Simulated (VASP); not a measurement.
Data:

```xyz
4
Lattice="1.4123 0.8154 5.9394 -1.4123 0.8154 5.9394 0.0000 -1.6307 5.9394" Properties=species:S:1:pos:R:3 pbc="T T T"
Co     0.0000     0.0000     8.9091
Pt     0.0000     0.0000     0.0000
O      0.0000     0.0000    15.8182
O      0.0000     0.0000     1.9999
```

Level of theory: PBE GGA, VASP's PBE PAW potentials (set 64) (plane waves; VASP). Run with 400 eV cut-off, 13×13×13 Γ-centred mesh, first-order Methfessel-Paxton smearing of 0.20 eV, potentials Co Pt O.

At this cut-off the stress carries a Pulay error, which pulls relaxed volumes low.

**Question.** Which forces act on the atoms, in eV/Å?

**Answer.** 
```tsv
atom	Fx	Fy	Fz
Co1	0.000	0.000	0.000
Pt2	0.000	0.000	0.000
O3	0.000	0.000	0.101
O4	0.000	0.000	-0.101
```

**Question.** Give the stress tensor in GPa (positive for a compressed cell).

**Answer.** 
```
0.92  0.00  0.00
0.00  0.92  0.00
0.00  0.00  0.92
```
The pressure is its mean diagonal, 0.92 GPa.

The structure comes from a computed database's CoPtO2 entry; how it stands against other phases isn't given here. The cell was not relaxed at this level. The run is not spin-polarised, so no magnetic state was tried. The electron count is odd and the run is not spin-polarised, which forces a metal.
